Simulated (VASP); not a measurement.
Input:

```
CELL_PARAMETERS angstrom
      0.00000     2.64077     2.64077
      2.64077     0.00000     2.64077
      2.64077     2.64077     0.00000
ATOMIC_POSITIONS crystal
  K  0.00000 0.00000 0.00000
  F  0.50000 0.50000 0.50000
```

Level of theory: r2SCAN+rVV10, VASP's PBE PAW potentials (set 64) (plane waves; VASP). Settings: 520 eV cut-off, 8×8×8 Γ-centred mesh, Gaussian smearing of 0.050 eV, potentials K_sv F.

Question: Predict the energy per atom (σ→0), band gap (on the k-mesh) with the smallest direct gap where there is one.

Answer: 
* **band gap (on the k-mesh)**: 6.91 eV
* **smallest direct gap (on the k-mesh)**: 6.91 eV
* **energy per atom (σ→0)**: -7.220 eV/atom

Total energies compare only between runs with the same potentials, cut-off and functional.

The compound is KF in the rock salt structure. It was relaxed first. The start is the result of an earlier pass.
